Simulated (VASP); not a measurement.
# NbP: how numerical settings change the zone-centre modes, part 2 of 3

Aim: test the modes of NbP against the numerical settings. The starting structure is a computed structure from the Materials Project.

VASP 6.6.1.

### Step 2. Reference modes (continued)

Level of this step: LDA; plane waves and PAW (Nb_sv, P) (VASP).

OUTCAR, selected parts (step 2):

```text
ion  position               nearest neighbor table
   1  0.250  0.250  0.500-   4 2.50   4 2.50   3 2.51   3 2.51   3 2.51   3 2.51
   2  0.500  0.500  1.000-   3 2.50   3 2.50   4 2.51   4 2.51   4 2.51   4 2.51
   3  0.832  0.668  0.335-   2 2.50   2 2.50   1 2.51   1 2.51   1 2.51   1 2.51
   4  0.082  0.918  0.835-   1 2.50   1 2.50   2 2.51   2 2.51   2 2.51   2 2.51

  LATTYP: Found a body centered tetragonal cell.
 ALAT       =     3.3011838697
 C/A-ratio  =     3.4035546085

 Subroutine GETGRP returns: Found  8 space group operations
 (whereof  4 operations were pure point group operations)

The static configuration has the point symmetry C_2v.
 The point group associated with its full space group is C_4v.

 Found    102 irreducible k-points:

   k-points           NKPTS =    102   k-points in BZ     NKDIM =    102   number of bands    NBANDS=     24

   dimension x,y,z NGX =    24 NGY =   24 NGZ =   42
   dimension x,y,z NGXF=    48 NGYF=   48 NGZF=   84

   ENCUT  =  450.0 eV  33.07 Ry    5.75 a.u.   5.71  5.71 10.52*2*pi/ulx,y,z

   NELECT =      36.0000    total number of electrons

 k-points in reciprocal lattice and weights: Automatic mesh
   0.00000000  0.00000000  0.00000000       0.001
   0.10000000  0.00000000 -0.00000000       0.008
   0.20000000  0.00000000 -0.00000000       0.008
   0.30000000  0.00000000  0.00000000       0.008
   0.40000000  0.00000000 -0.00000000       0.008
   0.50000000  0.00000000 -0.00000000       0.004
   0.10000000  0.10000000  0.00000000       0.004
   0.20000000  0.10000000 -0.00000000       0.016
   0.30000000  0.10000000  0.00000000       0.016
[...]
-0.10000000  0.10000000  0.40000000       0.004
   0.00000000  0.00000000  0.50000000       0.001

 average (electrostatic) potential at core
       1 -77.1546       2 -77.1546       3 -78.2941       4 -78.2941

  Total        0.0035388      0.0035388     -0.0049319     -0.0000000     -0.0000000      0.0000000
  in kB        0.0926106      0.0926106     -0.1290662     -0.0000000     -0.0000000      0.0000000
  external PRESSURE =       0.0187184 kB  Pullay stress =       0.0000000 kB

  energy-cutoff  :      450.00
  volume of cell :       61.22
      direct lattice vectors                 reciprocal lattice vectors
     0.000000000 -3.301183870  0.000000000     0.000000000 -0.302921630  0.089001548
    -3.301183870  0.000000000  0.000000000    -0.302921630  0.000000000 -0.089001548
     1.650591935 -1.650591935 -5.617879787     0.000000000  0.000000000 -0.178003097

 POSITION                                       TOTAL-FORCE (eV/Angst)
 -----------------------------------------------------------------------------------
      0.00000     -1.65059     -2.80727        -0.000000      0.000000      0.000974
      0.00000     -3.30118     -5.61621        -0.000000      0.000000      0.000974
     -1.65059     -3.30118     -1.88222         0.000000     -0.000000     -0.000974
     -1.65059     -1.65059     -4.69116         0.000000     -0.000000     -0.000974
 -----------------------------------------------------------------------------------
    total drift:                               -0.000001      0.000001     -0.000169

 Eigenvectors and eigenvalues of the dynamical matrix
 ----------------------------------------------------

   1 f  =   11.853639 THz    74.478613 2PiTHz  395.394853 cm-1    49.022692 meV
             X         Y         Z           dx          dy          dz
      0.000000 -1.650592 -2.807266    -0.000000    0.000000   -0.014463
      0.000000 -3.301184 -5.616206     0.000000   -0.000000    0.014463
     -1.650592 -3.301184 -1.882219     0.000000   -0.000000   -0.706959
     -1.650592 -1.650592 -4.691159    -0.000000    0.000000    0.706959

   2 f  =   11.463682 THz    72.028441 2PiTHz  382.387287 cm-1    47.409960 meV
             X         Y         Z           dx          dy          dz
      0.000000 -1.650592 -2.807266    -0.000000    0.000000    0.354046
      0.000000 -3.301184 -5.616206    -0.000000    0.000000    0.354046
     -1.650592 -3.301184 -1.882219     0.000000   -0.000000   -0.612088
     -1.650592 -1.650592 -4.691159     0.000000   -0.000000   -0.612088

   3 f  =   10.807569 THz    67.905962 2PiTHz  360.501713 cm-1    44.696496 meV
             X         Y         Z           dx          dy          dz
      0.000000 -1.650592 -2.807266    -0.012288    0.346670   -0.000000
      0.000000 -3.301184 -5.616206    -0.029610    0.143871   -0.000000
     -1.650592 -3.301184 -1.882219    -0.006121   -0.920186    0.000000
     -1.650592 -1.650592 -4.691159     0.078595    0.071665    0.000000

   4 f  =   10.807569 THz    67.905962 2PiTHz  360.501713 cm-1    44.696496 meV
             X         Y         Z           dx          dy          dz
      0.000000 -1.650592 -2.807266     0.143871    0.029610    0.000000
      0.000000 -3.301184 -5.616206     0.346670    0.012288    0.000000
     -1.650592 -3.301184 -1.882219     0.071665   -0.078595   -0.000000
     -1.650592 -1.650592 -4.691159    -0.920186    0.006121   -0.000000

   5 f  =   10.109334 THz    63.518820 2PiTHz  337.211092 cm-1    41.808828 meV
             X         Y         Z           dx          dy          dz
      0.000000 -1.650592 -2.807266     0.005551    0.063856    0.000000
      0.000000 -3.301184 -5.616206    -0.000647   -0.548134    0.000000
     -1.650592 -3.301184 -1.882219    -0.008445    0.003300   -0.000000
     -1.650592 -1.650592 -4.691159    -0.000033    0.833881   -0.000000

   6 f  =   10.109334 THz    63.518820 2PiTHz  337.211092 cm-1    41.808828 meV
             X         Y         Z           dx          dy          dz
      0.000000 -1.650592 -2.807266    -0.548134    0.000647   -0.000000
      0.000000 -3.301184 -5.616206     0.063856   -0.005551   -0.000000
     -1.650592 -3.301184 -1.882219     0.833881    0.000033    0.000000
     -1.650592 -1.650592 -4.691159     0.003300    0.008445    0.000000

   7 f  =    7.687970 THz    48.304941 2PiTHz  256.443082 cm-1    31.794876 meV
             X         Y         Z           dx          dy          dz
      0.000000 -1.650592 -2.807266    -0.000000    0.000000    0.706959
      0.000000 -3.301184 -5.616206     0.000000   -0.000000   -0.706959
     -1.650592 -3.301184 -1.882219    -0.000000    0.000000   -0.014463
     -1.650592 -1.650592 -4.691159     0.000000   -0.000000    0.014463

   8 f  =    5.660058 THz    35.563196 2PiTHz  188.799228 cm-1    23.408110 meV
             X         Y         Z           dx          dy          dz
      0.000000 -1.650592 -2.807266    -0.158647    0.676288   -0.000000
      0.000000 -3.301184 -5.616206     0.202707   -0.529291    0.000000
     -1.650592 -3.301184 -1.882219    -0.119973    0.140857   -0.000000
     -1.650592 -1.650592 -4.691159     0.042220   -0.400263    0.000000

   9 f  =    5.660058 THz    35.563196 2PiTHz  188.799228 cm-1    23.408110 meV
             X         Y         Z           dx          dy          dz
      0.000000 -1.650592 -2.807266    -0.529291   -0.202707   -0.000000
      0.000000 -3.301184 -5.616206     0.676288    0.158647    0.000000
     -1.650592 -3.301184 -1.882219    -0.400263   -0.042220   -0.000000
     -1.650592 -1.650592 -4.691159     0.140857    0.119973    0.000000

  10 f/i=    0.008894 THz     0.055884 2PiTHz    0.296680 cm-1     0.036784 meV
             X         Y         Z           dx          dy          dz
      0.000000 -1.650592 -2.807266    -0.000000    0.000000   -0.612088
      0.000000 -3.301184 -5.616206    -0.000000    0.000000   -0.612088
     -1.650592 -3.301184 -1.882219    -0.000000    0.000000   -0.354046
     -1.650592 -1.650592 -4.691159    -0.000000    0.000000   -0.354046

  11 f/i=    0.012204 THz     0.076683 2PiTHz    0.407096 cm-1     0.050473 meV
             X         Y         Z           dx          dy          dz
      0.000000 -1.650592 -2.807266    -0.586688   -0.171428   -0.000000
      0.000000 -3.301184 -5.616206    -0.589086   -0.170730   -0.000000
     -1.650592 -3.301184 -1.882219    -0.339190   -0.098965   -0.000000
     -1.650592 -1.650592 -4.691159    -0.340077   -0.098707   -0.000000

  12 f/i=    0.012204 THz     0.076683 2PiTHz    0.407096 cm-1     0.050473 meV
             X         Y         Z           dx          dy          dz
      0.000000 -1.650592 -2.807266     0.170730   -0.589086   -0.000000
      0.000000 -3.301184 -5.616206     0.171428   -0.586688   -0.000000
     -1.650592 -3.301184 -1.882219     0.098707   -0.340077   -0.000000
     -1.650592 -1.650592 -4.691159     0.098965   -0.339190   -0.000000

 ELASTIC MODULI CONTR FROM IONIC RELAXATION (kBar)
 Direction    XX          YY          ZZ          XY          YZ          ZX
 --------------------------------------------------------------------------------
 XX        -114.1460     34.8727     96.3994      0.0000      0.0000      0.0000
 YY          34.8727   -114.1460     96.3994      0.0000     -0.0000     -0.0000
 ZZ          96.3994     96.3994   -234.4505      0.0000     -0.0000      0.0000
 XY           0.0000      0.0000      0.0000     -0.0000      0.0000     -0.0000
 YZ           0.0000     -0.0000     -0.0000      0.0000   -609.3096     -0.0000
 ZX           0.0000     -0.0000      0.0000     -0.0000     -0.0000   -591.4063
 --------------------------------------------------------------------------------
```

The log as kept lacks single lines of electronic cycles.

Energies printed during the response cycles are not total energies of the cell.

Reference: the zone-centre modes are B1 (2) 395.4, A1 382.4, E (3) 360.5, E (2) 337.2, B1 (1) 256.4, E (1) 188.8 cm⁻¹.

### Step 3. Modes with a 6×6×6 mesh

Against step 2 the input has a 6×6×6 mesh.

Input file INCAR:

```
SYSTEM = NbP
PREC = Accurate
ENCUT = 450
EDIFF = 1E-08
NELM = 100
ISMEAR = 0
SIGMA = 0.05
LREAL = .FALSE.
ALGO = Normal
GGA = CA
NBANDS = 24
LASPH = .TRUE.
LORBIT = 11
LWAVE = .FALSE.
LCHARG = .FALSE.
KPAR = 8
IBRION = 8
ISIF = 2
```

Input file POSCAR:

```
NbP
1.0
    0.0000000000     -3.3011838697      0.0000000000
   -3.3011838697      0.0000000000      0.0000000000
    1.6505919349     -1.6505919349     -5.6178797866
Nb P
2 2
Direct
    0.2501489435      0.2498510565      0.4997021131
    0.5001489435      0.4998510565      0.9997021131
    0.8324796265      0.6675203735      0.3350407469
    0.0824796265      0.9175203735      0.8350407469
```

Input file KPOINTS:

```
Automatic mesh
0
Gamma
6 6 6
0 0 0
```

The projector-augmented-wave data sets are Nb_sv and P (LDA family, release 64).

Command:

```bash
mpirun -np 8 vasp_std
```

What it wrote:

```text
[banner, memory and clock lines left out]
running    8 mpi-ranks, on    1 nodes
[...]
[... a notice as in an earlier step ...]

 LDA part: xc-table for (Slater(with rela. corr.)+CA(PZ))
 , standard interpolation
 POSCAR, INCAR and KPOINTS ok, starting setup
[...]
entering main loop
       N       E                     dE             d eps       ncg     rms          rms(c)
DAV:   1     0.339829964220E+03    0.33983E+03   -0.17759E+04  1440   0.135E+03
DAV:   2    -0.137257006350E+02   -0.35356E+03   -0.34587E+03  1888   0.546E+02
DAV:   3    -0.395356259283E+02   -0.25810E+02   -0.25464E+02  2616   0.111E+02
DAV:   4    -0.411891309981E+02   -0.16535E+01   -0.16487E+01  2264   0.225E+01
[...]
DAV:  13    -0.389987703351E+02    0.83747E-07   -0.52798E-07  2272   0.532E-03    0.197E-03
DAV:  14    -0.389987703167E+02    0.18410E-07   -0.18254E-07  2696   0.333E-03    0.494E-04
DAV:  15    -0.389987703153E+02    0.13952E-08   -0.59538E-09  1416   0.798E-04
   1 F= -.38998770E+02 E0= -.38997809E+02  d E =-.192343E-02
[...]
RMM:  15    -0.507454514463E-01    0.13605E-07   -0.17853E-08  8785   0.219E-04    0.887E-06
RMM:  16    -0.507454413739E-01    0.10072E-07   -0.28087E-08  8550   0.193E-04    0.508E-06
RMM:  17    -0.507454361935E-01    0.51804E-08    0.10369E-08  8881   0.179E-04    0.274E-06
 first order change of Fermi-energy   0.37677E-04
 force on displaced ion       3 direction 2 :   0.000 -10.385  -0.000
 Linear response progress:
  Degree of freedom:   6/  6
       N       E                     dE             d eps       ncg     rms          rms(c)
RMM:   1    -0.714314464031E-01   -0.71431E-01   -0.56732E-02  5637   0.127E+00
RMM:   2    -0.607608930073E-01    0.10671E-01   -0.72767E-03  4264   0.464E-01    0.144E-01
RMM:   3    -0.609748292047E-01   -0.21394E-03   -0.16404E-03  4170   0.236E-01    0.120E-01
RMM:   4    -0.609191728592E-01    0.55656E-04   -0.48702E-04  4323   0.130E-01    0.572E-02
[...]
RMM:  12    -0.611412476090E-01   -0.21746E-06    0.50701E-07  5742   0.583E-04    0.350E-05
RMM:  13    -0.611413157481E-01   -0.68139E-07    0.16566E-07  6069   0.353E-04    0.176E-05
RMM:  14    -0.611413191314E-01   -0.33833E-08    0.77094E-08  5951   0.233E-04    0.139E-05
 first order change of Fermi-energy  -0.62540E-01
 force on displaced ion       3 direction 3 :   0.000  -0.000 -14.836
 Linear response finished
```

The job ended after 3.3 min (8 MPI ranks of Intel Xeon Platinum 8375C at 2.90GHz (Ice Lake), shared host; peak memory 2.5 GiB).

From OUTCAR (step 3):

```text
  Total        0.1400508      0.1400508     -0.0728107      0.0000000     -0.0000000      0.0000000
  in kB        3.6650860      3.6650860     -1.9054343      0.0000000     -0.0000000      0.0000000
  external PRESSURE =       1.8082459 kB  Pullay stress =       0.0000000 kB

 POSITION                                       TOTAL-FORCE (eV/Angst)
 -----------------------------------------------------------------------------------
      0.00000     -1.65059     -2.80727         0.000000     -0.000000     -0.007854
      0.00000     -3.30118     -5.61621         0.000000     -0.000000     -0.007854
     -1.65059     -3.30118     -1.88222        -0.000000      0.000000      0.007854
     -1.65059     -1.65059     -4.69116        -0.000000      0.000000      0.007854
 -----------------------------------------------------------------------------------
    total drift:                               -0.000001      0.000001     -0.000099

[... 1 part as in an earlier step ...]

[... 1 further part left out ...]
```

With a 6×6×6 mesh the modes are at the top B1 (2) 391.0, A1 378.8 cm⁻¹, at the bottom B1 (1) 237.3, E (1) 183.9 cm⁻¹, with 2 more of the listed ones between; the largest shift is -23.2 cm⁻¹, in E (3), from the reference.

### Step 4. Modes with a cutoff of 290 eV

Against step 2 the input has ENCUT = 290.

Edit INCAR of step 3 so:

```diff
@@ -2,3 +2,3 @@
 PREC = Accurate
-ENCUT = 450
+ENCUT = 290
 EDIFF = 1E-08
```

POSCAR is that of step 3.

Input file KPOINTS:

```
Automatic mesh
0
Gamma
10 10 10
0 0 0
```

Command:

```bash
mpirun -np 8 vasp_std
```

What it wrote:

```text
[... set-up lines as in an earlier step ...]
 entering main loop
       N       E                     dE             d eps       ncg     rms          rms(c)
DAV:   1     0.236281907035E+03    0.23628E+03   -0.14290E+04  5056   0.994E+02
DAV:   2    -0.211772408811E+02   -0.25746E+03   -0.25204E+03  6784   0.422E+02
DAV:   3    -0.401969697043E+02   -0.19020E+02   -0.18867E+02  9016   0.835E+01
DAV:   4    -0.412147708964E+02   -0.10178E+01   -0.10159E+01  7216   0.172E+01
[...]
DAV:  13    -0.390165852607E+02   -0.11519E-08   -0.12310E-07  7320   0.282E-03    0.287E-03
DAV:  14    -0.390165852409E+02    0.19736E-07   -0.23865E-07  8160   0.453E-03    0.386E-04
DAV:  15    -0.390165852397E+02    0.12483E-08   -0.93619E-09  4912   0.965E-04
   1 F= -.39016585E+02 E0= -.39015927E+02  d E =-.131669E-02
 Linear response reoptimize wavefunctions to high precision
DAV:   1    -0.390165852398E+02   -0.15189E-09   -0.20325E-09  5280   0.500E-04
DAV:   2    -0.390165852399E+02   -0.34106E-10   -0.43483E-10  4856   0.192E-04
 Linear response DOF=           6
 Linear response progress:
[...]
RMM:  23    -0.497701267597E-01    0.41018E-09   -0.22019E-07 30853   0.155E-04    0.177E-07
RMM:  24    -0.497701271510E-01   -0.39130E-09   -0.22413E-07 30788   0.155E-04    0.231E-07
RMM:  25    -0.497701266959E-01    0.45515E-09   -0.22135E-07 30740   0.155E-04    0.935E-08
 first order change of Fermi-energy   0.33213E-04
 force on displaced ion       3 direction 2 :  -0.000 -12.903   0.001
 Linear response progress:
  Degree of freedom:   6/  6
       N       E                     dE             d eps       ncg     rms          rms(c)
RMM:   1    -0.714347855533E-01   -0.71435E-01   -0.58349E-02 20927   0.125E+00
RMM:   2    -0.604776727199E-01    0.10957E-01   -0.77513E-03 16132   0.432E-01    0.146E-01
RMM:   3    -0.607029725901E-01   -0.22530E-03   -0.18580E-03 15769   0.223E-01    0.118E-01
RMM:   4    -0.606301182168E-01    0.72854E-04   -0.51327E-04 16833   0.122E-01    0.585E-02
[...]
RMM:  12    -0.608294155795E-01   -0.14199E-06    0.57622E-08 22107   0.465E-04    0.222E-05
RMM:  13    -0.608294323994E-01   -0.16820E-07   -0.25769E-08 23046   0.301E-04    0.172E-05
RMM:  14    -0.608294276153E-01    0.47841E-08   -0.44635E-08 22374   0.222E-04    0.833E-06
 first order change of Fermi-energy   0.28458E-01
 force on displaced ion       3 direction 3 :   0.000  -0.000 -15.273
 Linear response finished
```

Wall time 4.9 min (8 MPI ranks); peak memory 3.4 GiB; 39 min of CPU time.

Parts of OUTCAR (step 4):

```text
  Total       -0.2416255     -0.2416255     -0.2664908      0.0000000     -0.0000000      0.0000000
  in kB       -6.3232659     -6.3232659     -6.9739841      0.0000000     -0.0000000      0.0000000
  external PRESSURE =      -6.5401719 kB  Pullay stress =       0.0000000 kB

 POSITION                                       TOTAL-FORCE (eV/Angst)
 -----------------------------------------------------------------------------------
      0.00000     -1.65059     -2.80727        -0.000000      0.000000      0.003138
      0.00000     -3.30118     -5.61621        -0.000000      0.000000      0.003138
     -1.65059     -3.30118     -1.88222         0.000000     -0.000000     -0.003138
     -1.65059     -1.65059     -4.69116         0.000000     -0.000000     -0.003138
 -----------------------------------------------------------------------------------
    total drift:                                0.000004     -0.000004      0.000049

[... 1 part as in an earlier step ...]

[... 1 further part left out ...]
```

With a cutoff of 290 eV the modes are at the top B1 (2) 397.2, A1 384.0 cm⁻¹, at the bottom B1 (1) 257.9, E (1) 189.7 cm⁻¹, with 2 more of the listed ones between; the largest shift is +2.7 cm⁻¹, in E (3), from the reference.

(Continued in part 3 of 3.)

[Lines on the potential files, build, host, timing and source positions are cut from VASP's logs without a mark.]

[Logs are printed without paths, hosts, clocks, repeated set-up lines and the standing remarks that a program may print on its own settings, such as how far it seeks lower states.]

[Hosts, paths, dates, database ids (printed as entryN), source tags and the programs' standing remarks are cut or masked in the printed files.]
